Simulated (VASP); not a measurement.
## Ba2BiSb2: Sb into a neighbouring Sb vacancy

Wanted: the minimum-energy path in Ba2BiSb2 for this move: Sb into a neighbouring Sb vacancy. The start is a cell from a database of measured crystal structures.

Method: LDA; plane waves and PAW (Bi, Ba_sv, Sb), in VASP 6.6.1.

### 1. The host crystal

The structure is orthorhombic, space group Immm (No. 71). Conventional cell: a = 4.803 Å, b = 7.688 Å, c = 9.900 Å, α = 90.00°, β = 90.00°, γ = 90.00°. Bi has 4 Sb at 3.32 Å and 4 Ba at 3.67 Å nearest. Nearest to Ba lie 6 Sb at 3.59 to 3.60 Å and 2 Bi at 3.67 Å. Nearest to Sb lie 1 Sb at 3.10 Å and 2 Bi at 3.32 Å and 6 Ba at 3.59 to 3.60 Å. Farther neighbours are not listed.

As a file:

```xyz
5
Lattice="-2.4013 3.8439 4.9500 2.4013 -3.8439 4.9500 2.4013 3.8439 -4.9500" Properties=species:S:1:pos:R:3 pbc="T T T"
Bi    0.0000    0.0000    0.0000
Ba    2.4013    0.0000    2.7699
Ba    0.0000    3.8439    2.1801
Sb    2.4013    2.2940    0.0000
Sb    0.0000    1.5499    4.9500
```

### 2. Relax the host

First cell and atoms are relaxed at a raised cutoff, so that later runs start from this functional's own cell.

Contents of INCAR:

```
SYSTEM = Ba2BiSb2
PREC = Accurate
ENCUT = 350
EDIFF = 1E-06
NELM = 120
ISMEAR = 1
SIGMA = 0.15
LREAL = .FALSE.
ALGO = Normal
GGA = CA
NBANDS = 23
LORBIT = 11
LWAVE = .FALSE.
LCHARG = .FALSE.
KPAR = 3
LASPH = .TRUE.
IBRION = 2
NSW = 40
ISIF = 3
EDIFFG = -0.02
POTIM = 0.4
```

Contents of POSCAR:

```
Ba2BiSb2
1.0
   -2.4013000000      3.8439000000      4.9500000000
    2.4013000000     -3.8439000000      4.9500000000
    2.4013000000      3.8439000000     -4.9500000000
Bi Ba Sb
1 2 2
Direct
    0.0000000000      0.0000000000      0.0000000000
    0.2797900000      0.7797900000      0.5000000000
    0.7202100000      0.2202100000      0.5000000000
    0.2984000000      0.5000000000      0.7984000000
    0.7016000000      0.5000000000      0.2016000000
```

Contents of KPOINTS:

```
Automatic mesh
0
Gamma
6 6 6
0 0 0
```

Potentials, in the order of the species: Bi, Ba_sv and Sb (LDA family, release 64).

The run is started by

```console
> mpirun -np 3 vasp_std
```

The log of the run:

```text
[banner, memory and clock lines left out]
running    3 mpi-ranks, on    1 nodes
 distrk:  each k-point on    1 cores,    3 groups
 distr:  one band on    1 cores,    1 groups

 POSCAR found type information on POSCAR BiBaSb
 POSCAR found :  3 types and       5 ions
 LDA part: xc-table for (Slater(with rela. corr.)+CA(PZ))
 , standard interpolation
 POSCAR, INCAR and KPOINTS ok, starting setup
 FFT: planning ... GRIDC
 FFT: planning ... GRID_SOFT
 FFT: planning ... GRID
 WAVECAR not read
 entering main loop
       N       E                     dE             d eps       ncg     rms          rms(c)
DAV:   1     0.193849112708E+03    0.19385E+03   -0.10695E+04  2116   0.898E+02
DAV:   2    -0.798402866580E+01   -0.20183E+03   -0.19730E+03  2914   0.207E+02
DAV:   3    -0.226860693838E+02   -0.14702E+02   -0.14582E+02  2894   0.619E+01
DAV:   4    -0.232491311789E+02   -0.56306E+00   -0.56248E+00  3331   0.106E+01
DAV:   5    -0.232577229690E+02   -0.85918E-02   -0.85914E-02  2845   0.139E+00    0.590E+00
DAV:   6    -0.230845292610E+02    0.17319E+00   -0.27856E-01  2951   0.220E+00    0.337E+00
DAV:   7    -0.230506735590E+02    0.33856E-01   -0.14890E-01  2678   0.164E+00    0.878E-01
DAV:   8    -0.230479796701E+02    0.26939E-02   -0.21526E-02  3319   0.642E-01    0.208E-01
DAV:   9    -0.230479444952E+02    0.35175E-04   -0.19743E-03  2707   0.198E-01    0.760E-02
DAV:  10    -0.230479517537E+02   -0.72585E-05   -0.21656E-04  2959   0.649E-02    0.138E-02
DAV:  11    -0.230479559352E+02   -0.41815E-05   -0.24562E-05  2769   0.214E-02    0.119E-02
DAV:  12    -0.230479559127E+02    0.22522E-07   -0.43510E-06  2372   0.946E-03
   1 F= -.23047956E+02 E0= -.23048358E+02  d E =-.230480E+02
 curvature:   0.00 expect dE= 0.000E+00 dE for cont linesearch  0.000E+00
 trial: gam= 0.00000 g(F)=  0.436E-05 g(S)=  0.125E+00 ort = 0.000E+00 (trialstep = 0.100E+01)
 search vector abs. value=  0.125E+00
 bond charge predicted
       N       E                     dE             d eps       ncg     rms          rms(c)
DAV:   1    -0.234638339393E+02   -0.41588E+00   -0.11205E+01  2158   0.188E+01    0.278E+00
DAV:   2    -0.232098738596E+02    0.25396E+00   -0.59423E-01  2818   0.450E+00    0.140E+00
DAV:   3    -0.231097753007E+02    0.10010E+00   -0.42972E-01  2679   0.355E+00    0.347E-01
DAV:   4    -0.231129077645E+02   -0.31325E-02   -0.26694E-02  3080   0.665E-01    0.236E-01
DAV:   5    -0.231139879836E+02   -0.10802E-02   -0.22585E-03  2953   0.184E-01    0.104E-01
DAV:   6    -0.231142831466E+02   -0.29516E-03   -0.62010E-04  3003   0.111E-01    0.514E-02
DAV:   7    -0.231141978749E+02    0.85272E-04   -0.28298E-04  2594   0.718E-02    0.214E-02
DAV:   8    -0.231141927333E+02    0.51416E-05   -0.98939E-05  3305   0.325E-02    0.606E-03
DAV:   9    -0.231141922815E+02    0.45174E-06   -0.94013E-06  2555   0.128E-02
   2 F= -.23114192E+02 E0= -.23114353E+02  d E =-.662364E-01
[...]
3 F= -.23114234E+02 E0= -.23114384E+02  d E =-.662781E-01
[...]
4 F= -.23116945E+02 E0= -.23116876E+02  d E =-.271076E-02
[...]
5 F= -.23117806E+02 E0= -.23117550E+02  d E =-.357206E-02
[...]
6 F= -.23117842E+02 E0= -.23117545E+02  d E =-.360811E-02
[...]
7 F= -.23117827E+02 E0= -.23117520E+02  d E =-.359267E-02
 curvature:  -1.24 expect dE=-0.150E-03 dE for cont linesearch -0.277E-06
 ZBRENT: bracketing found
 ZBRENT: accuracy reached
 trial: gam= 0.04229 g(F)=  0.534E-04 g(S)=  0.676E-04 ort =-0.288E-04 (trialstep = 0.121E+01)
 search vector abs. value=  0.125E-03
 bond charge predicted
       N       E                     dE             d eps       ncg     rms          rms(c)
DAV:   1    -0.231180346487E+02   -0.20796E-03   -0.77776E-03  2284   0.446E-01    0.391E-02
DAV:   2    -0.231179969815E+02    0.37667E-04   -0.23448E-04  2683   0.818E-02    0.210E-02
DAV:   3    -0.231179757821E+02    0.21199E-04   -0.36951E-05  2662   0.320E-02    0.519E-03
DAV:   4    -0.231179751018E+02    0.68030E-06   -0.29689E-06  2330   0.923E-03
   8 F= -.23117975E+02 E0= -.23117612E+02  d E =-.148408E-03
 ZBRENT: can't locate minimum, use default step
 trial-energy change:   -0.000148  1 .order   -0.000131   -0.000145   -0.000118
 step:   4.8345(harm=  6.5681)  dis= 0.00418  next Energy=   -23.118220 (dE=-0.393E-03)
 reached required accuracy - stopping structural energy minimisation
```

Wall time 98 s (3 MPI ranks of Intel Xeon 6975P-C (Granite Rapids), shared host); peak memory 0.89 GiB; 4.2 min of CPU time.

Lines that name or quote the potential files are left out of all logs, and their timing lines are given in words.

From OUTCAR (step 2):

```text
ion  position               nearest neighbor table
   1  0.000  0.000  0.000-   4 3.32   5 3.32   4 3.32   5 3.32   2 3.67   3 3.67   3 3.67   2 3.67

  LATTYP: Found a body centered orthorhombic cell.
 ALAT       =     4.8026000000
 B/A-ratio  =     1.6007579228
 C/A-ratio  =     2.0613834173

 Subroutine GETGRP returns: Found  8 space group operations
 (whereof  8 operations were pure point group operations)

The static configuration has the point symmetry D_2h.

 Found     46 irreducible k-points:

   k-points           NKPTS =     46   k-points in BZ     NKDIM =     46   number of bands    NBANDS=     23

   dimension x,y,z NGX =    42 NGY =   42 NGZ =   42
   dimension x,y,z NGXF=    84 NGYF=   84 NGZF=   84

   ENCUT  =  350.0 eV  25.72 Ry    5.07 a.u.  10.24 10.24 10.24*2*pi/ulx,y,z

   NELECT =      35.0000    total number of electrons

 k-points in reciprocal lattice and weights: Automatic mesh
   0.00000000  0.00000000  0.00000000       0.005
   0.16666667  0.00000000  0.00000000       0.019
   0.33333333  0.00000000  0.00000000       0.019
   0.50000000  0.00000000  0.00000000       0.009
  -0.00000000  0.16666667  0.00000000       0.019
   0.16666667  0.16666667  0.00000000       0.037
   0.33333333  0.16666667  0.00000000       0.037
   0.50000000  0.16666667  0.00000000       0.037
  -0.33333333  0.16666667  0.00000000       0.037
[...]
-0.33333333 -0.33333333  0.33333333       0.009
   0.50000000  0.50000000  0.50000000       0.005

 average (electrostatic) potential at core
       1 -62.7776       2 -34.3861       3 -34.3861       4 -88.2355       5 -88.2355

 E-fermi :   4.8022

 k-point     1 :       0.0000    0.0000    0.0000
  band No.  band energies     occupation
    ...
     14       2.8275      2.00000
     15       3.0928      2.00000
     16       3.9476      2.00000
     17       4.0634      2.00000
     18       4.1904      2.00000
     19       4.8897      0.17562
     20       6.0322     -0.00000
     21       7.2051     -0.00000
     22       7.4457     -0.00000
     23       8.2674      0.00000

 k-point     2 :       0.1667    0.0000    0.0000
  band No.  band energies     occupation
    ...
     14       2.7306      2.00000
     15       2.9360      2.00000
     16       3.8506      2.00000
     17       4.1107      2.00000
     18       4.5042      2.01666
     19       5.2331     -0.00038
     20       6.0133     -0.00000
     21       6.8412     -0.00000
     22       7.2116     -0.00000
     23       8.2611      0.00000

 k-point     3 :       0.3333    0.0000    0.0000
  band No.  band energies     occupation
    ...
     13       2.1922      2.00000
     14       2.4753      2.00000
     15       2.6865      2.00000
     16       3.5384      2.00000
     17       4.3425      2.00013
     18       5.0031     -0.06750
     19       5.4953     -0.00000
     20       6.1670     -0.00000
     21       6.4050     -0.00000
     22       7.2301     -0.00000
    ...

  Total        0.0570355     -0.0251389     -0.0370174      0.0000000      0.0000000      0.0000000
  in kB        0.5255916     -0.2316593     -0.3411221      0.0000000      0.0000000      0.0000000
  external PRESSURE =      -0.0157300 kB  Pullay stress =       0.0000000 kB

  energy-cutoff  :      350.00
  volume of cell :      173.86
      direct lattice vectors                 reciprocal lattice vectors
    -2.358033933  3.727313090  4.945397181     0.000000000  0.134144889  0.101104114
     2.358033933 -3.727313090  4.945397181     0.212041054  0.000000000  0.101104114
     2.358033933  3.727313090 -4.945397181     0.212041054  0.134144889  0.000000000

 POSITION                                       TOTAL-FORCE (eV/Angst)
 -----------------------------------------------------------------------------------
      0.00000      7.45463      0.00000         0.000000      0.000000      0.000000
      2.35803      0.00000      2.76942         0.000000     -0.000000      0.016449
     -0.00000      3.72731      2.17597        -0.000000      0.000000     -0.016449
      2.35803      2.22142     -0.00000         0.000000     -0.016366      0.000000
      0.00000      1.50589      4.94540         0.000000      0.016366      0.000000
 -----------------------------------------------------------------------------------
    total drift:                                0.000000      0.000000     -0.000000

  FREE ENERGIE OF THE ION-ELECTRON SYSTEM (eV)
  ---------------------------------------------------
  free  energy   TOTEN  =       -23.1179751018 eV

  energy  without entropy=      -23.1168851931  energy(sigma->0) =      -23.11761180

 reached required accuracy - stopping structural energy minimisation

 total charge
# of ion       s       p       d       tot
------------------------------------------
    1        1.743   1.970   0.070   3.783
    2        2.012   5.578   0.368   7.957
    3        2.012   5.578   0.368   7.957
    4        1.175   1.297   0.020   2.493
    5        1.175   1.297   0.020   2.493
--------------------------------------------------
tot          8.117  15.720   0.846  24.683

[... 3 further parts left out ...]
```

CONTCAR:

```
Ba2BiSb2
   1.00000000000000
    -2.3580339329312152    3.7273130895730398    4.9453971814334929
     2.3580339329312152   -3.7273130895730398    4.9453971814334929
     2.3580339329312152    3.7273130895730398   -4.9453971814334929
  Bi              Ba              Sb
     1     2     2
Direct
     1.0000000000000000    0.0000000000000000    1.0000000000000000
     0.2799999777052839    0.7799999777052837    0.5000000000000000
     0.7200000222947163    0.2200000222947162    0.5000000000000000
     0.2979923214151486    0.5000000000000000    0.7979923214151486
     0.7020076785848514    0.5000000000000000    0.2020076785848514
```

This run has no spin polarisation. Its electron count is odd, so without a moment it is a metal by construction. The k-mesh is coarse for a metal. Harder data sets than Ba_sv exist (the GW ones), and pressures, volumes and forces can shift noticeably with them. The data set Bi keeps the semicore shell frozen, which is cheaper and a little less accurate. The run keeps the 8 symmetry operations of its start, so it cannot find a distortion of lower symmetry.

Relaxation path:

```csv
step,energy less that of the first step (eV),largest force (eV/Å),pressure (GPa),volume (Å³)
1,0.0000,0.0060,-1.93,182.76
2,-0.0662,0.0227,0.06,173.60
3,-0.0663,0.0233,0.12,173.38
4,-0.0690,0.0219,0.05,173.63
5,-0.0699,0.0216,0.00,173.83
6,-0.0699,0.0214,0.00,173.88
7,-0.0699,0.0214,-0.01,173.89
8,-0.0700,0.0164,0.00,173.86
```

```csv
"conventional cell, symmetrised",before,after,change
a (Å),4.803,4.716,-1.8 %
b (Å),7.688,7.455,-3.0 %
c (Å),9.900,9.891,-0.1 %
volume (Å³/atom),36.55,34.77,-4.9 %
```

Final coordinates:

```xyz
5
Lattice="-2.3580 3.7273 4.9454 2.3580 -3.7273 4.9454 2.3580 3.7273 -4.9454" Properties=species:S:1:pos:R:3 pbc="T T T"
Bi    0.0000    0.0000    0.0000
Ba    2.3580    0.0000    2.7694
Ba    0.0000    3.7273    2.1760
Sb    2.3580    2.2214    0.0000
Sb    0.0000    1.5059    4.9454
```

This step gave:

- electronic cycles: 48
- electrons: 35
- free energy (TOTEN): -23.12 eV
- energy at zero smearing: -23.12 eV
- Fermi energy: 4.802 eV
- labelled metallic, from the levels on this mesh: yes

The run ended after 8 ionic steps, 0.070 eV below its first step, once forces and stress met EDIFFG = -0.02.

[end of part 1 of 4]

[Lines on the potential files, build, host, timing and source positions are cut from VASP's logs without a mark.]

[Logs are printed without paths, hosts, clocks, repeated set-up lines and the standing remarks that a program may print on its own settings, such as how far it seeks lower states.]

[Hosts, paths, dates, database ids (printed as entryN), source tags and the programs' standing remarks are cut or masked in the printed files.]

[Runs that stopped without an error message from VASP are left out.]
